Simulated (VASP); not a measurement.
Input:

```yaml
crystal:
  lattice:
    - [-2.08740, 2.08740, 5.70048]
    - [2.08740, -2.08740, 5.70048]
    - [2.08740, 2.08740, -5.70048]
  atoms:
    - { symbol: Sr, position: [0.00000, 0.00000, 0.00000] }
    - { symbol: As, position: [0.64322, 0.64322, 0.00000] }
    - { symbol: As, position: [0.35678, 0.35678, 0.00000] }
    - { symbol: Ru, position: [0.25000, 0.75000, 0.50000] }
    - { symbol: Ru, position: [0.75000, 0.25000, 0.50000] }
```

Computed with LDA (Ceperley-Alder, Perdew-Zunger), VASP's LDA PAW potentials (set 64) (plane waves; VASP 6.6.1). Numerical set-up: 300 eV cut-off, 6×6×6 Γ-centred mesh, Gaussian smearing of 0.050 eV, potentials Sr_sv As Ru_pv.

At this cut-off the stress carries a Pulay error, which pulls relaxed volumes low.

Task: What does the run give for the energy per atom (σ→0), pressure, largest force, band gap (on the k-mesh) with the smallest direct gap where there is one?

Result: 
| Quantity | Result |
|---|---|
| band gap (on the k-mesh) | none (metal, semimetal or under 0.01 eV) |
| energy per atom (σ→0) | -7.489 eV/atom |
| pressure | -5.27 GPa |
| largest force | 0.094 eV/Å |

Total energies compare only between runs with the same potentials, cut-off and functional.

The structure comes from a computed database's Ru2SrAs2 entry (I4/mmm); how it stands against other phases isn't given here. The cell was not relaxed at this level. The k-mesh is coarse (spacing up to 0.35 per Å, 2π included), so the numbers may not be converged in it.
